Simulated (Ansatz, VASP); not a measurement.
## H15C19 (amorphous poly(p-phenylene) at 300 K): VASP beside Ansatz

Wanted: the spread between two codes on one cell, functional and k mesh. The cell is taken from a series of runs on this material, whose earlier steps may have relaxed, scaled, displaced or heated it; both programs get it as it stands.

Calculated with Ansatz 0.2.0; plane waves, with VASP 6.6.1 beside it; single point at PBE with D3(BJ).

### 1. The structure

The cell holds 204 atoms: 114 C and 90 H. Its edges and angles: a = 12.642 Å, b = 12.642 Å, c = 12.642 Å, α = 90.0°, β = 90.0°, γ = 90.0°. As first built, before any earlier steps moved the atoms (in the runner's words): 3 poly(p-phenylene) chains of 6 units placed at random, at 1.2 g/cm^3; overlaps pushed apart, then 20 ps at 800 K with MMFF94 bonds, angles, torsions, charges and radii (Halgren, J. Comput. Chem. 17, 490 (1996)) in harmonic and 12-6 forms; charges of ions scaled by 0.8. Snapshot after 30 ps at 300 K and fixed volume.

### 2. VASP: single point, PBE with D3(BJ)

A single point gives forces, pressure and levels at one fixed geometry, so differences don't come from the geometry; what else differs is listed under the comparison.

Lines of VASP's logs that name or quote its potential files are left out, and so is its time.

INCAR

```
SYSTEM = H15C19
PREC = Accurate
ENCUT = 600
EDIFF = 1E-06
NELM = 120
ISMEAR = 0
SIGMA = 0.01
LREAL = Auto
ALGO = Normal
GGA = PE
IVDW = 12
NBANDS = 415
LORBIT = 11
LWAVE = .FALSE.
LCHARG = .FALSE.
ISIF = 2
LASPH = .TRUE.
GGA_COMPAT = .FALSE.
EFERMI = MIDGAP
```

POSCAR

```
H15C19
1.0
   12.6416700000      0.0000000000      0.0000000000
    0.0000000000     12.6416700000      0.0000000000
    0.0000000000      0.0000000000     12.6416700000
C H
114 90
Direct
    0.5464500000      0.3829200000      0.9040800000
    0.5385000000      0.2667300000      0.8713900000
    0.6248400000      0.2041200000      0.8642700000
    0.6159400000      0.1081300000      0.8141500000
    0.5198600000      0.0650600000      0.7830500000
    0.4330000000      0.1297600000      0.7891900000
    0.4381700000      0.2311800000      0.8326600000
    0.5143100000      0.9589000000      0.7362900000
    0.5744200000      0.8794900000      0.7789800000
    0.5702800000      0.7761800000      0.7453900000
    0.5097000000      0.7514100000      0.6545500000
    0.4541300000      0.8326800000      0.6067100000
    0.4510100000      0.9345200000      0.6476800000
    0.5174100000      0.6445600000      0.6172000000
    0.5383600000      0.6269900000      0.5113600000
    0.5528600000      0.5282000000      0.4670300000
    0.5396000000      0.4374300000      0.5312400000
    0.5075100000      0.4548200000      0.6373600000
    0.5014400000      0.5570800000      0.6820400000
    0.5380600000      0.3289500000      0.4911300000
    0.5910800000      0.2473600000      0.5438000000
    0.5889100000      0.1428700000      0.5039300000
    0.5284800000      0.1201900000      0.4138800000
    0.4619800000      0.1971200000      0.3715000000
    0.4626500000      0.2986700000      0.4145100000
    0.5114000000      0.0111400000      0.3732600000
    0.4140800000      0.9722400000      0.3432000000
    0.4069000000      0.8709500000      0.3007500000
    0.4940500000      0.8076800000      0.2876600000
    0.5900600000      0.8445200000      0.3150400000
[... 168 atom lines left out ...]
    0.3897100000      0.1329400000      0.0995000000
    0.6253900000      0.8872800000      0.0669600000
    0.4994900000      0.7783400000      0.9746100000
    0.5509700000      0.1618100000      0.1695400000
    0.6509800000      0.0522800000      0.1792500000
    0.6382300000      0.1300600000      0.0611400000
```

KPOINTS

```
Automatic mesh
0
Gamma
1 1 1
0 0 0
```

PAW data sets: C and H (PBE family, release 64).

Run with:

```console
> export OMP_NUM_THREADS=3
> mpirun -np 1 vasp_gam
```

Numbers of over 12 decimals in the logs are rounded to 6 here.

Log:

```text
[banner, memory and clock lines left out]
running    1 mpi-ranks, on    1 nodes
[...]
Offloading initialized ...    1 GPUs detected
[...]
LDA part: xc-table for (Slater+PW92), standard interpolation
 POSCAR, INCAR and KPOINTS ok, starting setup
[...]
entering main loop
       N       E                     dE             d eps       ncg     rms          rms(c)
DAV:   1     0.395392075026E+04    0.39539E+04   -0.30620E+05   830   0.137E+03
DAV:   2    -0.999235022793E+03   -0.49532E+04   -0.46505E+04  1037   0.300E+02
DAV:   3    -0.146838003595E+04   -0.46915E+03   -0.46330E+03  1028   0.917E+01
DAV:   4    -0.148096239267E+04   -0.12582E+02   -0.12533E+02  1044   0.169E+01
[...]
DAV:  17    -0.134993605569E+04    0.29812E-05   -0.14816E-05  1156   0.116E-02    0.463E-03
DAV:  18    -0.134993605593E+04   -0.23364E-06   -0.10732E-05  1020   0.745E-03    0.247E-03
DAV:  19    -0.134993605607E+04   -0.14518E-06   -0.22714E-06   812   0.311E-03
   1 F= -.13655840E+04 E0= -.13655840E+04  d E =0.000000E+00
```

From OUTCAR (step 2):

```text
  FREE ENERGIE OF THE ION-ELECTRON SYSTEM (eV)
  ---------------------------------------------------
  free  energy   TOTEN  =     -1365.5839701930 eV

  energy  without entropy=    -1365.5839701930  energy(sigma->0) =    -1365.58397019
```

The run ends at a pressure of 4.21 GPa, with forces up to 5.5 eV/Å.

### 3. Ansatz: single point, PBE with D3(BJ)

Ansatz runs on its default PAW (the set named soft_2) files.

The same cell, functional and mesh now go to Ansatz, which takes its cutoff from its data sets.

input.yaml

```yaml
crystal:
  lattice:
    - [12.64167, 0.0, 0.0]
    - [0.0, 12.64167, 0.0]
    - [0.0, 0.0, 12.64167]
  atoms:
    - { symbol: C, position: [0.54645, 0.38292, 0.90408] }
    - { symbol: C, position: [0.5385, 0.26673, 0.87139] }
    - { symbol: C, position: [0.62484, 0.20412, 0.86427] }
    - { symbol: C, position: [0.61594, 0.10813, 0.81415] }
    - { symbol: C, position: [0.51986, 0.06506, 0.78305] }
    - { symbol: C, position: [0.433, 0.12976, 0.78919] }
    - { symbol: C, position: [0.43817, 0.23118, 0.83266] }
    - { symbol: C, position: [0.51431, 0.9589, 0.73629] }
    - { symbol: C, position: [0.57442, 0.87949, 0.77898] }
    - { symbol: C, position: [0.57028, 0.77618, 0.74539] }
    - { symbol: C, position: [0.5097, 0.75141, 0.65455] }
    - { symbol: C, position: [0.45413, 0.83268, 0.60671] }
    - { symbol: C, position: [0.45101, 0.93452, 0.64768] }
    - { symbol: C, position: [0.51741, 0.64456, 0.6172] }
    - { symbol: C, position: [0.53836, 0.62699, 0.51136] }
    - { symbol: C, position: [0.55286, 0.5282, 0.46703] }
    - { symbol: C, position: [0.5396, 0.43743, 0.53124] }
    - { symbol: C, position: [0.50751, 0.45482, 0.63736] }
    - { symbol: C, position: [0.50144, 0.55708, 0.68204] }
    - { symbol: C, position: [0.53806, 0.32895, 0.49113] }
    - { symbol: C, position: [0.59108, 0.24736, 0.5438] }
    - { symbol: C, position: [0.58891, 0.14287, 0.50393] }
    - { symbol: C, position: [0.52848, 0.12019, 0.41388] }
    - { symbol: C, position: [0.46198, 0.19712, 0.3715] }
    - { symbol: C, position: [0.46265, 0.29867, 0.41451] }
    - { symbol: C, position: [0.5114, 0.01114, 0.37326] }
    - { symbol: C, position: [0.41408, 0.97224, 0.3432] }
    - { symbol: C, position: [0.4069, 0.87095, 0.30075] }
    - { symbol: C, position: [0.49405, 0.80768, 0.28766] }
    - { symbol: C, position: [0.59006, 0.84452, 0.31504] }
[... 168 atom lines left out ...]
    - { symbol: H, position: [0.38971, 0.13294, 0.0995] }
    - { symbol: H, position: [0.62539, 0.88728, 0.06696] }
    - { symbol: H, position: [0.49949, 0.77834, 0.97461] }
    - { symbol: H, position: [0.55097, 0.16181, 0.16954] }
    - { symbol: H, position: [0.65098, 0.05228, 0.17925] }
    - { symbol: H, position: [0.63823, 0.13006, 0.06114] }
kpoints:
  mp_grid: { grid: [1, 1, 1] }
hamiltonian:
  xc: pbe
  dispersion: d3bj
scf:
  occupations: { method: fixed }
output:
  forces: true
  stress: true
  populations: intrinsic
  dos:
    method: { smearing: { sigma: 0.15 } }
    de: 0.1
    projected: { site_lists: { C: [C], H: [H] } }
  eigenvalues: true
```

Run with:

```console
> ansatz run input.yaml --threads 4 --pin off --max-ram 8192MiB --backend cpu --events-out ev --progress --plain --runs-dir out
```

Log:

```text
Engine: ansatz 0.2.0, x86_64-unknown-linux-gnu
Pseudopotentials: kind: paw
Pseudopotential: C, paw, valence charge 4, recommended cutoff 420 eV (normal), C.paw.azcp
Pseudopotential: H, paw, valence charge 1, recommended cutoff 420 eV (normal), H.paw.azcp
Functional definition: PBE
  parameter kappa = 0.804
  parameter beta = 0.066725
  exchange = pbe_x(kappa = kappa, mu = beta*pi^2/3)
  correlation = pbe_c(beta = beta)
Crystal: 204 atoms, lattice volume = 2020.288 Å³
Basis set: ecut = 420 eV, 39607 PW (Γ), exchange–correlation on 180×180×180 points (8 copies of the dense FFT grid, shifted against one another)
Bands: 477, of which v1, the nominal top of the filled ones, is band 273 counted from 1 (272 counted from 0)
Symmetry: 1 space group operations
Space group: P1 (ITA 1), of the structure as read, at distance tolerance 1.3e-4 Å
k-points: 1
Non-local potential: C, projectors of the file, l = 0: 2, l = 1: 2, l = 2: 1
Non-local potential: H, projectors of the file, l = 0: 2, l = 1: 1
PAW form: soft (Blöchl's): semilocal exchange-correlation on the pseudo side does not see the compensation charge
PAW one-centre angular grid: C, 110 points (default); XC on 64 Gauss nodes
PAW one-centre angular grid: H, 110 points (default); XC on 64 Gauss nodes
Initial density: superposition of atomic densities (neutral atoms: chi_scale 0, normalization atom), corrected by the library's trained network
Initial wavefunctions: pseudopotential atomic-orbital guess
Functional: x = pbe(κ = 0.804, μ = 0.219515), c = pbe(β = 0.066725)
SCF iter   1: F=—  HF=-30044.930594 eV  |F-HF|=—  |Δ(HF+E_count)|=         —  Δρ=3.75e-3  dr2=3.83e-1  ethr=1.77e-3  ⟨swp⟩=5.0  Hψ=1648  notcnv=0  defer=201
preconditioner: auto → Resta (q_TF=auto, 2.194 Å⁻¹)  ε∞=2.6  [insulator: Δε(μ)=2.682 eV  Ē_g=15.215 eV  n_scr=364 (ndim 8)  ℏωp=19.3 eV  f_vac=0.166  ε∞_Penn≈2.6]
SCF iter   2: F=—  HF=-30044.901256 eV  |F-HF|=—  |Δ(HF+E_count)|=   2.93e-2  Δρ=1.85e-3  dr2=6.68e-2  ethr=7.01e-5  ⟨swp⟩=3.0  Hψ=824  notcnv=0  defer=202
SCF iter   3: F=—  HF=-30044.916135 eV  |F-HF|=—  |Δ(HF+E_count)|=   1.49e-2  Δρ=7.02e-4  dr2=1.27e-2  ethr=1.22e-5  ⟨swp⟩=3.0  Hψ=458  notcnv=0  defer=202
SCF iter   4: F=—  HF=-30044.918788 eV  |F-HF|=—  |Δ(HF+E_count)|=   2.65e-3  Δρ=2.03e-4  dr2=1.46e-3  ethr=2.32e-6  ⟨swp⟩=3.0  Hψ=521  notcnv=0  defer=202
SCF iter   5: F=—  HF=-30044.919192 eV  |F-HF|=—  |Δ(HF+E_count)|=   4.04e-4  Δρ=8.80e-5  dr2=2.54e-4  ethr=2.67e-7  ⟨swp⟩=2.0  Hψ=490  notcnv=0  defer=202
SCF iter   6: F=—  HF=-30044.919200 eV  |F-HF|=—  |Δ(HF+E_count)|=   8.06e-6  Δρ=3.25e-5  dr2=2.85e-5  ethr=4.66e-8  ⟨swp⟩=2.0  Hψ=538  notcnv=0  defer=202
SCF iter   7: F=—  HF=-30044.919280 eV  |F-HF|=—  |Δ(HF+E_count)|=   8.05e-5  Δρ=1.08e-5  dr2=3.56e-6  ethr=5.22e-9  ⟨swp⟩=2.0  Hψ=658  notcnv=0  defer=202
SCF iter   8: F=—  HF=-30044.919281 eV  |F-HF|=—  |Δ(HF+E_count)|=   5.69e-7  Δρ=3.81e-6  dr2=3.96e-7  ethr=6.52e-10  ⟨swp⟩=2.0  Hψ=513  notcnv=0  defer=202
SCF iter   9: F=-30044.919281 eV  HF=-30044.919281 eV  |F-HF|=1.19e-8  |Δ(HF+E_count)|=   1.94e-7  Δρ=1.27e-6  dr2=4.93e-8  ethr=1.83e-11  ⟨swp⟩=18.0  Hψ=3693  notcnv=0
SCF 1 converged in 9 iterations: F = -30044.919281 eV  dr2 = 4.93e-8
  greatest PAW one-centre occupation: 0.703 electrons in one spin orbital (limit 2), on the C atom at site 86 (counted from 0), in its partial waves of l = 0
SCF converged after 9 iterations
Free energy (F): -30044.919281 eV
Harris-Foulkes:  -30044.919281 eV  (|F-HF|=1.19e-8)
Internal energy: -30044.919281 eV  (E = F + TS)
E sigma→0 (E₀):  -30044.919281 eV
Fermi energy:    0.911396 eV
--- Per-component energies (eV) ---
  E_band       = -3377.589166
  E_kinetic    = 11662.011230
  E_local      = -32574.639014  (includes V_loc(G=0)·N_el)
  E_nonlocal   = 3301.964417
  E_hartree    = 11455.315441
  E_xc         = -6292.381630
  E_vxc        = -7827.655434  (∫ρ·V_xc dr)
  E_paw        = -11385.558366  (= ΣΔE_a)
  E_vpaw       = -849.772891  (= ΣTr[D̂ρ^β])
  E_aug_tail   = -0.124290  (compensation charges beyond the density's cutoff)
  E_ewald      = -6195.856749
  E_disp       = -15.650320  (pairwise vdW)
  E_smearing   = -0.000000  (= −TS)
  E_closure    = -0.000000  (closes the sum)
  Σ components = -30044.919281   (vs F -30044.919281, Δ=0.00e0)
--- Forces (eV/Å), atoms counted from 1 ---
  atom   1  C      0.65977904    -0.17745249     0.07032726
  atom   2  C     -2.49538679     2.64337297     0.27144570
  atom   3  C      1.52125672    -0.78617800    -0.30421387
  atom   4  C      0.20131566    -1.16395700     0.52986454
  atom   5  C      0.73451590     0.03434118    -0.63953212
  atom   6  C      0.04394907     1.16528810     0.71959208
  atom   7  C      1.90615462    -0.82784652    -0.02322038
  atom   8  C     -0.73875035     0.89959852    -0.86534819
  atom   9  C      0.94408486    -0.97234753     2.47486461
[...]
--- intrinsic populations: 204 sites ---
  site symbol       q [e]
     0      C      4.5178
     1      C      3.9807
     2      C      4.1810
     3      C      4.1687
     4      C      3.9992
     5      C      4.1736
     6      C      4.1915
     7      C      3.9953
     8      C      4.1740
     9      C      4.1620
    10      C      4.0077
    11      C      4.1881
    12      C      4.1763
    13      C      4.0020
    14      C      4.1929
    15      C      4.1819
    16      C      4.0048
    17      C      4.1773
    18      C      4.1806
    19      C      4.0000
    20      C      4.1655
    21      C      4.1636
    22      C      4.0017
    23      C      4.1766
[...]
196      H      0.8250
   197      H      0.8365
   198      H      0.8293
   199      H      0.8382
   200      H      0.8186
   201      H      0.8325
   202      H      0.8408
   203      H      0.8456
  spilling = -0.000000 (of n_electrons = 546.000000)
```

### 4. Differences

Known differences besides the potentials themselves: fixed occupations in Ansatz, narrow Gaussian smearing in VASP; the cutoff is 420 eV in Ansatz and 600 eV in VASP (PREC = Accurate, projectors in real space). Total energies have different zeros and are not compared.

Both answers:

```csv
quantity,Ansatz,VASP,difference
pressure (GPa),4.25,4.21,+0.04
gap on the k mesh (eV),2.562,2.561,+0.001
```

Forces on 10 of the 204 atoms, those with the largest forces and the largest differences (eV/Å; atoms numbered as in POSCAR):

```csv
atom,"Ansatz x, y, z","VASP x, y, z"
C2,"-2.495, 2.643, 0.271","-2.498, 2.668, 0.283"
C27,"1.583, -1.678, -0.642","1.541, -1.654, -0.639"
C33,"0.257, 3.319, 1.544","0.286, 3.339, 1.530"
C34,"1.907, -2.421, -2.042","1.923, -2.436, -2.063"
C41,"3.511, 2.022, -2.304","3.540, 2.025, -2.307"
C48,"-0.027, 0.495, 2.522","-0.009, 0.473, 2.485"
C52,"-1.430, -5.293, 0.484","-1.429, -5.308, 0.497"
C88,"0.946, -1.770, 0.545","0.923, -1.733, 0.554"
C105,"-1.342, 3.262, -0.964","-1.336, 3.275, -0.958"
C114,"3.954, 1.782, 0.128","3.964, 1.798, 0.136"
```

The forces differ by 14 meV/Å r.m.s., which is 1.4 % of the r.m.s. force of 1.012 eV/Å (both taken over all components). A gap on the mesh is an upper bound, since the band edges may lie between its points.

### 5. Outcome

* r.m.s. force difference (single point, PBE with D3(BJ)): 1.4 % of the r.m.s. force

In words: The r.m.s. force difference is 1.4 % of the r.m.s. force (single point, PBE with D3(BJ)), within the 3 % picked in this series as the mark of a large difference. Such differences can come from data sets, numerical settings and the points named under the comparisons, not from the functional's error against experiment.

[Lines on the potential files, build, host, timing and source positions are cut from VASP's logs without a mark.]

[Logs are printed without paths, hosts, clocks, repeated set-up lines and the standing remarks that a program may print on its own settings, such as how far it seeks lower states.]

[Hosts, paths, dates, database ids (printed as entryN), source tags and the programs' standing remarks are cut or masked in the printed files.]

[The MMFF94 radii named for the starting cell were scaled by 0.96; in molecules described by MMFF94, hydrogen bound to N, O or S took a small fixed 12-6 site in their place.]
